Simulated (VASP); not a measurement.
**Cu (Copper) with LDA: from relaxation to properties**

What structure does Cu (Copper) take at this level, and what are its properties? The steps: first try, relaxing cell and atoms (LDA), second relaxation, single point with fields (LDA), bands along the symmetry lines (LDA), density of states (LDA), optical spectrum (LDA), volume scan with LDA, fit for LDA and total energy, forces and stress (LDA), changed input. The start is a cell from a database of measured crystal structures.

Main program and level: VASP 6.6.1; LDA; plane waves and PAW (Cu).

## Step 1: Starting point

Before any relaxation, the start is as follows. Symmetry: Fm-3m, No. 225, cubic system. The conventional cell has a = 3.615 Å, b = 3.615 Å, c = 3.615 Å, α = 90.00°, β = 90.00°, γ = 90.00°. Cu has 12 Cu at 2.56 Å nearest.

Coordinates:

```xyz
1
Lattice="0.0000 1.8075 1.8075 1.8075 0.0000 1.8075 1.8075 1.8075 0.0000" Properties=species:S:1:pos:R:3 pbc="T T T"
Cu    0.0000    0.0000    0.0000
```

## Step 2: First try

This run is made with a changed input; what comes of it follows.

INCAR reads:

```
SYSTEM = Cu
PREC = Accurate
ENCUT = 400
EDIFF = 1E-06
NELM = 53
ISMEAR = 1
SIGMA = 0.2
LREAL = .FALSE.
ALGO = Normal
GGA = CA
NBANDS = 11
LASPH = .TRUE.
LORBIT = 11
LWAVE = .FALSE.
LCHARG = .FALSE.
KPAR = 2
IBRION = 3
NSW = 30
ISIF = 3
EDIFFG = -0.01
POTIM = 3
```

POSCAR reads:

```
Cu
1.0
    0.0000000000      1.8075000000      1.8075000000
    1.8075000000      0.0000000000      1.8075000000
    1.8075000000      1.8075000000      0.0000000000
Cu
1
Direct
    0.0000000000      0.0000000000      0.0000000000
```

KPOINTS reads:

```
Automatic mesh
0
Gamma
13 13 13
0 0 0
```

The projector-augmented-wave data sets are Cu (LDA family, release 64).

On the command line:

```sh
$ mpirun -np 2 vasp_std
```

The program printed:

```text
[banner, memory and clock lines left out]
running    2 mpi-ranks, on    1 nodes
[...]
LDA part: xc-table for (Slater(with rela. corr.)+CA(PZ))
 , standard interpolation
 POSCAR, INCAR and KPOINTS ok, starting setup
[...]
entering main loop
       N       E                     dE             d eps       ncg     rms          rms(c)
DAV:   1     0.345704050730E+02    0.34570E+02   -0.46750E+03  2049   0.140E+03
DAV:   2    -0.484384985348E+01   -0.39414E+02   -0.36891E+02  1887   0.185E+02
DAV:   3    -0.565987867447E+01   -0.81603E+00   -0.80857E+00  2137   0.332E+01
DAV:   4    -0.566511523866E+01   -0.52366E-02   -0.52361E-02  2078   0.228E+00
[...]
DAV:  10    -0.467691821898E+01   -0.96574E-05   -0.32867E-05  2638   0.916E-02    0.469E-03
DAV:  11    -0.467692051344E+01   -0.22945E-05   -0.69496E-07  1292   0.919E-03    0.604E-04
DAV:  12    -0.467692051345E+01   -0.12278E-10   -0.64690E-08  1050   0.410E-03
   1 F= -.46769205E+01 E0= -.46768795E+01  d E =-.467692E+01
quench:  g(F)=  0.577E-61 g(S)=  0.749E+00 dE (1.order)=-0.150E+01
[...]
N       E                     dE             d eps       ncg     rms          rms(c)
|                                                                             |
|     EEEEEEE  RRRRRR   RRRRRR   OOOOOOO  RRRRRR      ###     ###     ###     |
|     E        R     R  R     R  O     O  R     R     ###     ###     ###     |
|     E        R     R  R     R  O     O  R     R     ###     ###     ###     |
|     EEEEE    RRRRRR   RRRRRR   O     O  RRRRRR       #       #       #      |
|     E        R   R    R   R    O     O  R   R                               |
|     E        R    R   R    R   O     O  R    R      ###     ###     ###     |
|     EEEEEEE  R     R  R     R  OOOOOOO  R     R     ###     ###     ###     |
|                                                                             |
|     ERROR FEXCP: supplied Exchange-correletion table                        |
|      is too small, maximal index : 5565                                     |
|                                                                             |
|       ---->  I REFUSE TO CONTINUE WITH THIS SICK JOB ... BYE!!! <----       |
|                                                                             |

1
1
```

It took 11 s on 2 MPI ranks of AMD EPYC 7R43, shared host.

Lines that name or quote the potential files are left out of all logs, and their timing lines are given in words.

The run ended with an error.

VASP's message: “ERROR FEXCP: supplied Exchange-correletion table is too small, maximal index : 5565”. No number of this run is used.

The fault in the input: ionic step far too long (POTIM = 3.0 and IBRION = 3). Lower POTIM, or use IBRION = 2.

## Step 3: Relaxing cell and atoms (LDA)

The start need not lie at this functional's minimum. ISIF = 3 frees volume, shape and positions, and EDIFFG sets the threshold on forces and stress at which the search stops.

INCAR: that of step 2 with these lines changed.

```diff
@@ -4,3 +4,3 @@
 EDIFF = 1E-06
-NELM = 53
+NELM = 100
 ISMEAR = 1
@@ -16,6 +16,5 @@
 KPAR = 2
-IBRION = 3
-NSW = 30
+IBRION = 2
+NSW = 60
 ISIF = 3
 EDIFFG = -0.01
-POTIM = 3
```

POSCAR is that of step 2.

KPOINTS is that of step 2.

On the command line:

```sh
$ mpirun -np 2 vasp_std
```

The program printed:

```text
[... set-up lines as in an earlier step ...]
 entering main loop
       N       E                     dE             d eps       ncg     rms          rms(c)
[... 12 cycles as in an earlier step ...]
   1 F= -.46769205E+01 E0= -.46768795E+01  d E =-.467692E+01
 curvature:   0.00 expect dE= 0.000E+00 dE for cont linesearch  0.000E+00
 trial: gam= 0.00000 g(F)=  0.962E-62 g(S)=  0.125E+00 ort = 0.000E+00 (trialstep = 0.100E+01)
 search vector abs. value=  0.125E+00
 bond charge predicted
       N       E                     dE             d eps       ncg     rms          rms(c)
DAV:   1    -0.928202986877E+01   -0.46051E+01   -0.71005E+01  2172   0.171E+02    0.180E+01
DAV:   2    -0.618177511284E+01    0.31003E+01   -0.59522E+01  2088   0.170E+02    0.655E+00
DAV:   3    -0.479840602985E+01    0.13834E+01   -0.78194E+00  2115   0.586E+01    0.216E+00
DAV:   4    -0.470436897824E+01    0.94037E-01   -0.10200E-01  2078   0.560E+00    0.483E-01
DAV:   5    -0.469571201980E+01    0.86570E-02   -0.55257E-02  2131   0.509E+00    0.110E-01
DAV:   6    -0.469560353803E+01    0.10848E-03   -0.41427E-04  2676   0.382E-01    0.381E-02
DAV:   7    -0.469558348437E+01    0.20054E-04   -0.92247E-05  2285   0.182E-01    0.212E-03
DAV:   8    -0.469558364814E+01   -0.16377E-06   -0.69040E-07  1257   0.107E-02
   2 F= -.46955836E+01 E0= -.46954334E+01  d E =-.186631E-01
 trial-energy change:   -0.018663  1 .order   -0.010008   -0.124860    0.104843
 step:   0.5979(harm=  0.5436)  dis= 0.00000  next Energy=    -4.716099 (dE=-0.392E-01)
 bond charge predicted
       N       E                     dE             d eps       ncg     rms          rms(c)
DAV:   1    -0.540355057160E+01   -0.70797E+00   -0.12697E+01  2154   0.880E+01    0.652E+00
DAV:   2    -0.487523944231E+01    0.52831E+00   -0.72261E+00  2109   0.547E+01    0.198E+00
DAV:   3    -0.473939371469E+01    0.13585E+00   -0.98596E-01  2121   0.212E+01    0.105E+00
DAV:   4    -0.471712986024E+01    0.22264E-01   -0.52065E-02  2606   0.341E+00    0.167E-01
DAV:   5    -0.471667420633E+01    0.45565E-03   -0.28592E-03  2133   0.111E+00    0.324E-02
DAV:   6    -0.471666447689E+01    0.97294E-05   -0.29515E-05  2737   0.756E-02    0.853E-03
DAV:   7    -0.471666379982E+01    0.67707E-06   -0.43630E-06  1258   0.408E-02
   3 F= -.47166638E+01 E0= -.47165810E+01  d E =-.397433E-01
 curvature:  -0.27 expect dE=-0.222E-05 dE for cont linesearch -0.222E-05
 trial: gam=-0.00808 g(F)=  0.188E-62 g(S)=  0.829E-05 ort = 0.102E-02 (trialstep = 0.920E+00)
 search vector abs. value=  0.651E-09
 reached required accuracy - stopping structural energy minimisation
```

Run time: 17 s. Hardware: 2 MPI ranks; peak memory 0.16 GiB.

OUTCAR, selected parts (step 3):

```text
ion  position               nearest neighbor table
   1  0.000  0.000  0.000-

  LATTYP: Found a face centered cubic cell.
 ALAT       =     3.6150000000

 Subroutine GETGRP returns: Found 48 space group operations
 (whereof 48 operations were pure point group operations)

The static configuration has the point symmetry O_h .

 Found     84 irreducible k-points:

   k-points           NKPTS =     84   k-points in BZ     NKDIM =     84   number of bands    NBANDS=     11

   dimension x,y,z NGX =    18 NGY =   18 NGZ =   18
   dimension x,y,z NGXF=    36 NGYF=   36 NGZF=   36

   ENCUT  =  400.0 eV  29.40 Ry    5.42 a.u.   4.17  4.17  4.17*2*pi/ulx,y,z

   NELECT =      11.0000    total number of electrons

 k-points in reciprocal lattice and weights: Automatic mesh
   0.00000000  0.00000000  0.00000000       0.000
   0.07692308  0.00000000  0.00000000       0.004
   0.15384615  0.00000000  0.00000000       0.004
   0.23076923  0.00000000  0.00000000       0.004
   0.30769231  0.00000000  0.00000000       0.004
   0.38461538  0.00000000  0.00000000       0.004
   0.46153846  0.00000000  0.00000000       0.004
   0.07692308  0.07692308  0.00000000       0.003
   0.15384615  0.07692308  0.00000000       0.011
[...]
-0.30769231  0.46153846  0.15384615       0.011
  -0.30769231  0.46153846  0.23076923       0.011

 average (electrostatic) potential at core
       1 -63.7293

 E-fermi :   8.6028

 k-point     1 :       0.0000    0.0000    0.0000
  band No.  band energies     occupation
    ...
      2       5.0672      2.00000
      3       5.0672      2.00000
      4       5.0672      2.00000
      5       6.0166      2.00000
      6       6.0166      2.00000
      7      31.7281      0.00000
      8      34.8474      0.00000
      9      34.8474      0.00000
     10      34.8474      0.00000
     11      37.4657      0.00000

 k-point     2 :       0.0769    0.0000    0.0000
  band No.  band energies     occupation
    ...
      2       5.0146      2.00000
      3       5.1118      2.00000
      4       5.1118      2.00000
      5       5.9983      2.00000
      6       5.9983      2.00000
      7      30.4430      0.00000
      8      32.9219      0.00000
      9      34.2325      0.00000
     10      34.2325      0.00000
     11      38.3760      0.00000

 k-point     3 :       0.1538    0.0000    0.0000
  band No.  band energies     occupation
    ...
      2       4.8889      2.00000
      3       5.2099      2.00000
      4       5.2099      2.00000
      5       5.9804      2.00000
      6       5.9804      2.00000
      7      26.5723      0.00000
      8      32.3762      0.00000
      9      33.3037      0.00000
     10      33.3037      0.00000
     11      39.3103      0.00000

  Total       -0.0075692     -0.0075692     -0.0075692     -0.0000000      0.0000000      0.0000000
  in kB       -1.1139836     -1.1139836     -1.1139836     -0.0000000      0.0000000      0.0000000
  external PRESSURE =      -1.1139836 kB  Pullay stress =       0.0000000 kB

  energy-cutoff  :      400.00
  volume of cell :       10.89
      direct lattice vectors                 reciprocal lattice vectors
    -0.000000000  1.759072952  1.759072952    -0.284240628  0.284240628  0.284240628
     1.759072952  0.000000000  1.759072952     0.284240628 -0.284240628  0.284240628
     1.759072952  1.759072952 -0.000000000     0.284240628  0.284240628 -0.284240628

 POSITION                                       TOTAL-FORCE (eV/Angst)
 -----------------------------------------------------------------------------------
     -0.00000      0.00000      0.00000         0.000000      0.000000     -0.000000
 -----------------------------------------------------------------------------------
    total drift:                                0.000000     -0.000000      0.000000

  FREE ENERGIE OF THE ION-ELECTRON SYSTEM (eV)
  ---------------------------------------------------
  free  energy   TOTEN  =        -4.7166637998 eV

  energy  without entropy=       -4.7164155287  energy(sigma->0) =       -4.71658104

 reached required accuracy - stopping structural energy minimisation

 total charge
# of ion       s       p       d       tot
------------------------------------------
    1        0.480   0.446   9.187  10.112

[... 3 further parts left out ...]
```

CONTCAR:

```
Cu
   1.00000000000000
    -0.0000000000000000    1.7590729517769488    1.7590729517769488
     1.7590729517769488    0.0000000000000000    1.7590729517769488
     1.7590729517769488    1.7590729517769488   -0.0000000000000000
  Cu
     1
Direct
     0.0000000000000000    0.0000000000000000    0.0000000000000000
```

This run has no spin polarisation. Its electron count is odd, so without a moment it is a metal by construction. The run keeps the 48 symmetry operations of its start, so it cannot find a distortion of lower symmetry.

Step by step:

| step | energy less that of the first step (eV) | largest force (eV/Å) | pressure (GPa) | volume (Å³) |
| --- | --- | --- | --- | --- |
| 1 | 0.0000 | 0.0000 | -12.60 | 11.81 |
| 2 | -0.0187 | 0.0000 | 12.14 | 10.29 |
| 3 | -0.0397 | 0.0000 | -0.11 | 10.89 |

| conventional cell, symmetrised | before | after | change |
| --- | --- | --- | --- |
| a (Å) | 3.615 | 3.518 | -2.7 % |
| b (Å) | 3.615 | 3.518 | -2.7 % |
| c (Å) | 3.615 | 3.518 | -2.7 % |
| volume (Å³/atom) | 11.81 | 10.89 | -7.8 % |

The relaxed structure:

```xyz
1
Lattice="0.0000 1.7591 1.7591 1.7591 0.0000 1.7591 1.7591 1.7591 0.0000" Properties=species:S:1:pos:R:3 pbc="T T T"
Cu    0.0000    0.0000    0.0000
```

This step gave:

```
electrons                       : 11
bands                           : 11
irreducible k-points            : 84
symmetry operations             : 48
free energy (TOTEN)             : -4.717 eV
energy at zero smearing         : -4.717 eV
Fermi energy                    : 8.603 eV
pressure                        : -0.1114 GPa
metallic                        : yes
SCF cycles over all ionic steps : 27
```

It ends with forces that vanish by symmetry and a pressure of -0.11 GPa. The volume lies -7.8 % from that of the database's start, which holds the thermal and zero-point expansion of its experiment. LDA is known to overbind.

## Step 4: Second relaxation

A relaxation keeps the plane waves of the cell it began with, so it is repeated from the new cell, on a basis made for it.

INCAR is that of step 3.

POSCAR reads:

```
Cu
1.0
    0.0000000000      1.7590729518      1.7590729518
    1.7590729518      0.0000000000      1.7590729518
    1.7590729518      1.7590729518      0.0000000000
Cu
1
Direct
    0.0000000000      0.0000000000      0.0000000000
```

KPOINTS is that of step 3.

On the command line:

```sh
$ mpirun -np 2 vasp_std
```

The program printed:

```text
[... set-up lines as in an earlier step ...]
 entering main loop
       N       E                     dE             d eps       ncg     rms          rms(c)
DAV:   1     0.324011557500E+02    0.32401E+02   -0.47033E+03  2080   0.145E+03
DAV:   2    -0.497824595611E+01   -0.37379E+02   -0.34780E+02  1881   0.183E+02
DAV:   3    -0.572556715828E+01   -0.74732E+00   -0.74457E+00  2099   0.325E+01
DAV:   4    -0.573073308295E+01   -0.51659E-02   -0.51653E-02  2054   0.227E+00
DAV:   5    -0.573078872718E+01   -0.55644E-04   -0.55643E-04  2128   0.239E-01    0.805E+00
DAV:   6    -0.508182159002E+01    0.64897E+00   -0.15547E+01  2121   0.823E+01    0.370E+00
DAV:   7    -0.472922915671E+01    0.35259E+00   -0.22997E+00  2136   0.316E+01    0.630E-01
DAV:   8    -0.471320489710E+01    0.16024E-01   -0.62044E-03  2128   0.106E+00    0.290E-01
DAV:   9    -0.471159100343E+01    0.16139E-02   -0.78085E-03  2197   0.164E+00    0.130E-02
DAV:  10    -0.471160277651E+01   -0.11773E-04   -0.24972E-05  2064   0.702E-02    0.450E-03
DAV:  11    -0.471160477077E+01   -0.19943E-05   -0.65003E-07  1361   0.103E-02    0.420E-04
DAV:  12    -0.471160477528E+01   -0.45129E-08   -0.71702E-08  1044   0.337E-03
   1 F= -.47116048E+01 E0= -.47115217E+01  d E =-.471160E+01
 curvature:   0.00 expect dE= 0.000E+00 dE for cont linesearch  0.000E+00
 trial: gam= 0.00000 g(F)=  0.293E-64 g(S)=  0.174E-05 ort = 0.000E+00 (trialstep = 0.100E+01)
 search vector abs. value=  0.174E-05
 reached required accuracy - stopping structural energy minimisation
```

It took 7 s on 2 MPI ranks; peak memory 0.16 GiB; 13 s of CPU time.

OUTCAR, selected parts (step 4):

```text
  LATTYP: Found a face centered cubic cell.
 ALAT       =     3.5181459036

The static configuration has the point symmetry O_h .

 Found     84 irreducible k-points:

   dimension x,y,z NGX =    16 NGY =   16 NGZ =   16
   dimension x,y,z NGXF=    32 NGYF=   32 NGZF=   32

   ENCUT  =  400.0 eV  29.40 Ry    5.42 a.u.   4.06  4.06  4.06*2*pi/ulx,y,z

   NELECT =      11.0000    total number of electrons

 E-fermi :   8.6032

 k-point     1 :       0.0000    0.0000    0.0000
  band No.  band energies     occupation
    ...
      2       5.0677      2.00000
      3       5.0677      2.00000
      4       5.0677      2.00000
      5       6.0172      2.00000
      6       6.0172      2.00000
      7      31.7280      0.00000
      8      34.8469      0.00000
      9      34.8469      0.00000
     10      34.8469      0.00000
     11      37.4654      0.00000

 k-point     2 :       0.0769    0.0000    0.0000
  band No.  band energies     occupation
    ...
      2       5.0162      2.00000
      3       5.1131      2.00000
      4       5.1131      2.00000
      5       5.9996      2.00000
      6       5.9996      2.00000
      7      30.4429      0.00000
      8      32.9216      0.00000
      9      34.2320      0.00000
     10      34.2320      0.00000
     11      38.3758      0.00000

  Total       -0.0034642     -0.0034642     -0.0034642      0.0000000     -0.0000000      0.0000000
  in kB       -0.5098332     -0.5098332     -0.5098332      0.0000000     -0.0000000      0.0000000
  external PRESSURE =      -0.5098332 kB  Pullay stress =       0.0000000 kB

  energy-cutoff  :      400.00
  volume of cell :       10.89
      direct lattice vectors                 reciprocal lattice vectors
     0.000000000  1.759072952  1.759072952    -0.284240628  0.284240628  0.284240628
     1.759072952  0.000000000  1.759072952     0.284240628 -0.284240628  0.284240628
     1.759072952  1.759072952  0.000000000     0.284240628  0.284240628 -0.284240628

 POSITION                                       TOTAL-FORCE (eV/Angst)
 -----------------------------------------------------------------------------------
      0.00000      0.00000      0.00000         0.000000      0.000000      0.000000
 -----------------------------------------------------------------------------------
    total drift:                                0.000000     -0.000000     -0.000000

  FREE ENERGIE OF THE ION-ELECTRON SYSTEM (eV)
  ---------------------------------------------------
  free  energy   TOTEN  =        -4.7116047753 eV

  energy  without entropy=       -4.7113555915  energy(sigma->0) =       -4.71152171

 total charge
# of ion       s       p       d       tot
------------------------------------------
    1        0.480   0.446   9.186  10.111

[... 5 parts as in an earlier step ...]

[... 5 further parts left out ...]
```

Little changed from the start: no atom moved by 0.005 Å and no cell edge by 0.1 %.

Numbers from this step:

| Property | Result |
| --- | --- |
| free energy (TOTEN) | -4.712 eV |
| energy at zero smearing | -4.712 eV |
| pressure | -0.05098 GPa |
| SCF cycles over all ionic steps | 12 |

It ends with forces that vanish by symmetry and a pressure of -0.05 GPa. The volume moved by under 0.01 %: the run met its threshold at the first step.

[end of part 1 of 4]

[Lines on the potential files, build, host, timing and source positions are cut from VASP's logs without a mark.]

[Logs are printed without paths, hosts, clocks, repeated set-up lines and the standing remarks that a program may print on its own settings, such as how far it seeks lower states.]

[Hosts, paths, dates, database ids (printed as entryN), source tags and the programs' standing remarks are cut or masked in the printed files.]

[A measured line is paired with the nearest computed mode of its activity, which favours agreement.]
